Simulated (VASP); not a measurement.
All values below come from r2SCAN meta-GGA, VASP's PBE PAW potentials (set 64) (plane waves; VASP 6.6.1).

Input for VASP

File KPOINTS:
```
Automatic mesh
0
Gamma
9 9 9
0 0 0
```

POSCAR:
```
GdN
1
    0.0000000000     2.5068553053     2.5068553053
    2.5068553053     0.0000000000     2.5068553053
    2.5068553053     2.5068553053     0.0000000000
Gd N
1 1
Direct
  0.0000000000   0.0000000000   0.0000000000
  0.5000000000   0.5000000000   0.5000000000
```

**INCAR**
```
ALGO=Normal
EDIFF=1E-7
ENCUT=520
ISIF=2
ISMEAR=0
LASPH=.TRUE.
LCHARG=.FALSE.
LMAXMIX=6
LMIXTAU=.TRUE.
LREAL=.FALSE.
LWAVE=.FALSE.
METAGGA=R2SCAN
NELM=100
PREC=Accurate
SIGMA=0.05
SYSTEM=GdN
```

POTCAR, in this order: Gd_3 N (PBE.64 set). Program: vasp_std.

What VASP printed:

### OUTCAR
```
 ion  position               nearest neighbor table
   1  0.000  0.000  0.000-   2 2.51   2 2.51   2 2.51   2 2.51   2 2.51   2 2.51
   2  0.500  0.500  0.500-   1 2.51   1 2.51   1 2.51   1 2.51   1 2.51   1 2.51
  LATTYP: Found a face centered cubic cell.
 ALAT       =     5.0137106106
 Subroutine PRICEL returns:
 Original cell was already a primitive cell.
 Subroutine GETGRP returns: Found 48 space group operations
The static configuration has the point symmetry O_h .
The dynamic configuration has the point symmetry O_h .
 Subroutine INISYM returns: Found 48 space group operations
 Subroutine IBZKPT returns following result:
 Found     35 irreducible k-points:

 Following reciprocal coordinates:
            Coordinates               Weight
  0.000000  0.000000  0.000000      1.000000
  0.111111  0.000000  0.000000      8.000000
  0.222222  0.000000  0.000000      8.000000
  0.333333  0.000000  0.000000      8.000000
  0.444444  0.000000  0.000000      8.000000
  0.111111  0.111111  0.000000      6.000000
  0.222222  0.111111  0.000000     24.000000
  0.333333  0.111111  0.000000     24.000000
  0.444444  0.111111  0.000000     24.000000
 -0.444444  0.111111  0.000000     24.000000
 -0.333333  0.111111  0.000000     24.000000
 -0.222222  0.111111  0.000000     24.000000
 -0.111111  0.111111  0.000000     12.000000
  0.222222  0.222222  0.000000      6.000000
  0.333333  0.222222  0.000000     24.000000
  0.444444  0.222222  0.000000     24.000000
 -0.444444  0.222222  0.000000     24.000000
 -0.333333  0.222222  0.000000     24.000000
 -0.222222  0.222222  0.000000     12.000000
  0.333333  0.333333  0.000000      6.000000
  0.444444  0.333333  0.000000     24.000000
 -0.444444  0.333333  0.000000     24.000000
 -0.333333  0.333333  0.000000     12.000000
  0.444444  0.444444  0.000000      6.000000
 -0.444444  0.444444  0.000000     12.000000
  0.333333  0.222222  0.111111     24.000000
  0.444444  0.222222  0.111111     48.000000
 -0.444444  0.222222  0.111111     48.000000
  0.444444  0.333333  0.111111     24.000000
 -0.444444  0.333333  0.111111     48.000000
 -0.333333  0.333333  0.111111     48.000000
 -0.222222  0.333333  0.111111     24.000000
 -0.444444  0.444444  0.111111     24.000000
 -0.333333  0.444444  0.111111     24.000000
 -0.333333  0.444444  0.222222     24.000000
   k-points           NKPTS =     35   k-points in BZ     NKDIM =     35   number of bands    NBANDS=     11
   number of dos      NEDOS =    301   number of ions     NIONS =      2
   total plane-waves  NPLWV =  21952
   dimension x,y,z NGX =    28 NGY =   28 NGZ =   28
   dimension x,y,z NGXF=    56 NGYF=   56 NGZF=   56
   ions per type =               1   1
   PREC   = accura    normal or accurate (medium, high low for compatibility)
   ISTART =      0    job   : 0-new  1-cont  2-samecut
   ICHARG =      2    charge: 1-file 2-atom 10-const
   ISPIN  =      1    spin polarized calculation?
   LNONCOLLINEAR =      F non collinear calculations
   LSORBIT =      F    spin-orbit coupling
   INIWAV =      1    electr: 0-lowe 1-rand  2-diag
   ENCUT  =  520.0 eV  38.22 Ry    6.18 a.u.   6.59  6.59  6.59*2*pi/ulx,y,z
   NELM   =    100;   NELMIN=  2; NELMDL= -5     # of ELM steps
   EDIFF  = 0.1E-06   stopping-criterion for ELM
   LREAL  =      F    real-space projection
   NLSPLINE    = F    spline interpolate recip. space projectors
   LMAXMIX     =    6 max onsite mixed and CHGCAR
   VOSKOWN=      0    Vosko Wilk Nusair interpolation
   EDIFFG = 0.1E-05   stopping-criterion for IOM
   NSW    =      0    number of steps for IOM
   NBLOCK =      1;   KBLOCK =      1    inner block; outer block
   IBRION =     -1    ionic relax: 0-MD 1-quasi-New 2-CG
...
```

**OSZICAR**
```
       N       E                     dE             d eps       ncg     rms          rms(c)
DAV:   1     0.167382840867E+02    0.16738E+02   -0.71292E+03   770   0.122E+03
DAV:   2    -0.445807922357E+02   -0.61319E+02   -0.54799E+02   971   0.232E+02
DAV:   3    -0.487250400743E+02   -0.41442E+01   -0.40905E+01  1005   0.497E+01
DAV:   4    -0.487966822915E+02   -0.71642E-01   -0.71558E-01  1054   0.605E+00
DAV:   5    -0.487976168600E+02   -0.93457E-03   -0.93437E-03  1058   0.612E-01    0.283E+01
DAV:   6    -0.432703399152E+02    0.55273E+01   -0.14743E+01   958   0.258E+01    0.229E+01
DAV:   7    -0.434639928311E+02   -0.19365E+00   -0.70033E-01   893   0.820E+00    0.147E+01
DAV:   8    -0.437030674189E+02   -0.23907E+00   -0.44176E-01   815   0.842E+00    0.232E+00
DAV:   9    -0.435488959396E+02    0.15417E+00   -0.26388E-01   785   0.706E+00    0.159E+00
DAV:  10    -0.435770815066E+02   -0.28186E-01   -0.39849E-02   957   0.159E+00    0.264E-01
DAV:  11    -0.435707106871E+02    0.63708E-02   -0.51942E-03   857   0.747E-01    0.118E-01
DAV:  12    -0.435780583852E+02   -0.73477E-02   -0.50583E-03   836   0.745E-01    0.113E-01
DAV:  13    -0.435785512068E+02   -0.49282E-03   -0.52612E-04   884   0.252E-01    0.377E-02
DAV:  14    -0.435785184735E+02    0.32733E-04   -0.29704E-05   925   0.544E-02    0.300E-02
DAV:  15    -0.435786325224E+02   -0.11405E-03   -0.43895E-05   833   0.871E-02    0.219E-02
DAV:  16    -0.435785852380E+02    0.47284E-04   -0.63630E-05   913   0.475E-02    0.675E-03
DAV:  17    -0.435786072029E+02   -0.21965E-04   -0.27259E-06   839   0.198E-02    0.677E-03
DAV:  18    -0.435786000162E+02    0.71867E-05   -0.42268E-06   917   0.117E-02    0.568E-03
DAV:  19    -0.435786085479E+02   -0.85316E-05   -0.11080E-06   875   0.882E-03    0.366E-04
DAV:  20    -0.435786077005E+02    0.84734E-06   -0.19670E-08   475   0.170E-03    0.546E-04
DAV:  21    -0.435786083957E+02   -0.69520E-06   -0.13869E-08   454   0.114E-03    0.122E-04
DAV:  22    -0.435786079422E+02    0.45355E-06   -0.22608E-09   433   0.595E-04    0.887E-05
DAV:  23    -0.435786078378E+02    0.10440E-06   -0.32172E-10   427   0.246E-04    0.149E-04
DAV:  24    -0.435786078005E+02    0.37261E-07   -0.20382E-10   421   0.104E-04
   1 F= -.43578608E+02 E0= -.43578608E+02  d E =-.398730E-11
```

File OUTCAR:
```
------------------------ aborting loop because EDIFF is reached ----------------------------------------
  FORCE on cell =-STRESS in cart. coord.  units (eV):
  Direction    XX          YY          ZZ          XY          YZ          ZX
  --------------------------------------------------------------------------------------
  Total       -0.9307610     -0.9307610     -0.9307610      0.0000000      0.0000000     -0.0000000
  in kB      -47.3293970    -47.3293970    -47.3293970      0.0000000      0.0000000     -0.0000000
  external PRESSURE =     -47.3293970 kB  Pullay stress =       0.0000000 kB
  volume of cell :       31.51
      direct lattice vectors                 reciprocal lattice vectors
     0.000000000  2.506855305  2.506855305    -0.199453075  0.199453075  0.199453075
     2.506855305  0.000000000  2.506855305     0.199453075 -0.199453075  0.199453075
     2.506855305  2.506855305  0.000000000     0.199453075  0.199453075 -0.199453075
 POSITION                                       TOTAL-FORCE (eV/Angst)
 -----------------------------------------------------------------------------------
      0.00000      0.00000      0.00000        -0.000000     -0.000000     -0.000000
      2.50686      2.50686      2.50686         0.000000      0.000000      0.000000
 -----------------------------------------------------------------------------------
    total drift:                                0.000000      0.000000      0.000000
  FREE ENERGIE OF THE ION-ELECTRON SYSTEM (eV)
  ---------------------------------------------------
  free  energy   TOTEN  =       -43.5786078005 eV

  energy  without entropy=      -43.5786078005  energy(sigma->0) =      -43.57860780
```
(Selected blocks of OUTCAR.)

The 4f electrons are frozen in the core of the lanthanide potential, so 4f levels, which can set the real gap, and their magnetism are missing.

The compound is GdN in the rock salt structure. This cell is one point of a volume scan, at 1.03 of the reference volume.
